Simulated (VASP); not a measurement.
Given:

```yaml
crystal:
  lattice:
    - [0.00000, 2.35876, 2.35876]
    - [2.35876, 0.00000, 2.35876]
    - [2.35876, 2.35876, 0.00000]
  atoms:
    - { symbol: Cd, position: [0.00000, 0.00000, 0.00000] }
    - { symbol: O, position: [0.50000, 0.50000, 0.50000] }
```

Computed with vdW-DF-cx, VASP's PBE PAW potentials (set 64) (plane waves; VASP). Numerical set-up: 520 eV cut-off, 12×12×12 Γ-centred mesh, first-order Methfessel-Paxton smearing of 0.10 eV, potentials Cd O.

Problem. What does the run give for the energy per atom (σ→0), band gap (on the k-mesh) with the smallest direct gap where there is one?

Solution. 
| Item | Result |
|---|---|
| band gap (on the k-mesh) | none (metal, semimetal or under 0.01 eV) |
| energy per atom (σ→0) | -1.588 eV/atom |

Only differences to runs with the same potentials and settings are physical.

The compound is CdO in the rock salt structure. It was relaxed first. The start is the result of an earlier pass.
